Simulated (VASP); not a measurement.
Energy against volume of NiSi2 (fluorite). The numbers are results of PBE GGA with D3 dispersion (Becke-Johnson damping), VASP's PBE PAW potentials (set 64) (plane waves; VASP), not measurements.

```json
[
 {"V (Å³/atom)": "12.246", "E (eV/atom)": "-6.20948"},
 {"V (Å³/atom)": "12.637", "E (eV/atom)": "-6.22824"},
 {"V (Å³/atom)": "13.028", "E (eV/atom)": "-6.23309"},
 {"V (Å³/atom)": "13.419", "E (eV/atom)": "-6.22606"},
 {"V (Å³/atom)": "13.810", "E (eV/atom)": "-6.20921"}
]
```

Task: Fit a third-order Birch-Murnaghan equation of state.

Result: 
| Item | Result |
|---|---|
| volume per atom | 12.98 Å³/atom |
| bulk modulus | 1630 kbar |
| pressure derivative of the bulk modulus | 4.72 |
| lattice constant a | 5.381 Å |

Measured: a 5.406 Å (computed value off by -0.5 %), as given by Wikipedia, Nickel silicide. The calculation is for a static lattice, while the measured a holds thermal and zero-point effects, which are part of the difference.

The compound is NiSi2 in the fluorite structure. It was relaxed first. The run is not spin-polarised, so no magnetic state was tried.
